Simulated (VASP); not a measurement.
A convergence study with VASP on SnO (litharge): one setting is varied, all else stays as given below, so the limit is that of these other settings.

```xyz
4
Lattice="3.8000 0.0000 0.0000 0.0000 3.8000 0.0000 0.0000 0.0000 4.8400" Properties=species:S:1:pos:R:3 pbc="T T T"
Sn     1.9000     0.0000     3.6881
Sn     0.0000     1.9000     1.1519
O      1.9000     1.9000     0.0000
O      0.0000     0.0000     0.0000
```

Level of theory: PBE GGA, VASP's PBE PAW potentials (set 64) (plane waves; VASP). The tightest run used: 700 eV cut-off, 15×15×11 Γ-centred mesh, Gaussian smearing of 0.050 eV, potentials Sn_d O.

```tsv
setting	E (eV/atom)	pressure (GPa)	largest force (eV/Å)	irreducible k-points
1×1×1 mesh	-4.6539	16.62	2.758	1
2×2×1 mesh	-5.6556	2.07	0.475	3
3×3×2 mesh	-5.6709	4.48	0.513	6
4×4×3 mesh	-5.6672	4.51	0.523	12
```

**Question.** These are the cheaper rows. Estimate the results at 15×15×11 mesh, and how far the last row shown lies from them.

**Answer.** 
```json
[
 {"quantity": "E (eV/atom)", "tightest run": "-5.6694", "last row shown is off by": "0.0021"},
 {"quantity": "pressure (GPa)", "tightest run": "4.57", "last row shown is off by": "-0.06"},
 {"quantity": "largest force (eV/Å)", "tightest run": "0.469", "last row shown is off by": "0.054"}
]
```

Left out are rungs that failed or repeat a setting and relaxations that didn't move; long series are thinned to 24 rows.

The compound is SnO in the litharge structure. The cell was not relaxed at this level, forces remain on its atoms.
